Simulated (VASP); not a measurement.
Set up this calculation in VASP 6.6.1, as the native input.

- Task: relaxation of cell and atoms
- Functional: LDA
- Potentials or basis: VASP PAW LDA potentials, release 64 (Hf_pv)
- Cutoff: 350 eV
- k mesh: 9 × 9 × 4
- Occupations: gaussian, width 0.1 eV
- Spin: no spin polarisation
- Target pressure: 50 GPa
- Further INCAR settings: ALGO = Normal; EDIFF = 1e-07; IBRION = 2; EDIFFG = -0.002; NSW = 80; ISIF = 3
- Target pressure: 50 GPa

The structure of Hf lies in POSCAR:

```
Hf
1.0
    3.1967000000      0.0000000000      0.0000000000
   -1.5983500000      2.7684234100      0.0000000000
    0.0000000000      0.0000000000      5.0578000000
Hf
2
Direct
    0.3333333300      0.6666666700      0.2500000000
    0.6666666700      0.3333333300      0.7500000000
```

One way to write it, as run:

INCAR

```
PREC     = Accurate       # precision mode
ENCUT    = 350            # plane-wave cutoff, eV
EDIFF    = 1E-7           # SCF threshold, eV
ISMEAR   = 0              # smearing method
SIGMA    = 0.1            # smearing width, eV
LREAL    = F              # projectors in reciprocal space
LASPH    = T              # aspherical terms in the spheres
NELM     = 80             # most SCF steps
ALGO     = Normal         # electronic algorithm
ISIF     = 3              # what is computed and relaxed
LWAVE    = F              # write WAVECAR
LCHARG   = F              # write CHGCAR
IBRION   = 2              # ionic algorithm
NSW      = 80             # ionic steps
EDIFFG   = -0.002         # ionic threshold
PSTRESS  = 500.0
```

KPOINTS

```
regular mesh
0
Gamma
  9 9 4
```

Potentials or basis: VASP PAW LDA potentials, release 64 (Hf_pv).

Launch:

```bash
$ cat potpaw_LDA.64/Hf_pv/POTCAR > POTCAR
$ mpirun -np 1 vasp_std > vasp.out
```

It gave:

```yaml
Relaxed_volume: 15.96 Å³/atom
Relaxed_cell: a = 2.823 Å, b = 2.823 Å, c = 4.627 Å, α = 90.00°, β = 90.00°, γ = 120.00°
Space_group_after_relaxing_to_0.05_Å: P6_3/mmc (No. 194)
Energy_change_on_relaxing_the_enthalpy_is_what_falls: +596.2 meV/atom
Ionic_steps: 16
Pressure_after_relaxing: 50.0 GPa
Band_gap_on_the_k_mesh: none (metal or under the smearing width)
```

Caveat: the cell is relaxed towards a set pressure, so the enthalpy falls and the energy may rise; the volume moved by over 15 % at a fixed basis, so the end points are rough.

It took 50 s on 1 thread of Intel(R) Xeon(R) 6975P-C (Granite Rapids), on a shared host, peak memory 0.14 GiB.
